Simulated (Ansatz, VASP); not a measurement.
Two plane-wave programs on HfTa

```
Ta Hf
1.0
     1.71275   -2.39960    0.00000
     1.71275    2.39960    0.00000
     0.00000    0.00000    4.84755
Ta Hf
1 1
Direct
  0.50000 0.50000 0.50000
  0.00000 0.00000 0.00000
```

The cell comes from a database or a generator and needn't be the stable form of this composition.

Alike in both runs: functional RPBE; k mesh 6 × 6 × 3; occupations fermi-dirac, width 0.05 eV; no spin polarisation.

|  | VASP | Ansatz |
| --- | --- | --- |
| version | VASP 6.6.1 | Ansatz 0.2.0 |
| potentials or method | VASP PAW PBE potentials, release 64 (Ta_pv, Hf_pv) | Ansatz PAW |
| plane-wave cutoff (eV) | 520 | 420 |
| valence electrons in the cell | 21 | 39 |
| task | single point | band structure |

```csv
,VASP,Ansatz,Ansatz less VASP
gap on the k mesh at the Fermi level (eV),none,none,-
pressure (GPa),3.6,3.9,+0.32
largest component of the traceless stress (GPa),2.08,2.07,-0.003
```

A gap of «none» marks a metal or a gap that the smearing closes. The functional is the same, so the differences come from potentials, cutoffs and numerics. The two sets of potentials don't hold the same shells in valence.

Caveats: the k mesh is coarse (spacing up to 0.43 Å⁻¹), so the values aren't converged; the PAW data sets were made with another functional, which shifts forces and pressure a little (VASP); spin-orbit coupling is left out, which moves the levels of the heavy elements (Ansatz); the PAW data sets come from PBE, with cores solved anew for the run's functional, which leaves a small shift of forces and pressure (Ansatz). Spin-orbit coupling is left out, which matters for the levels of Hf, Ta.
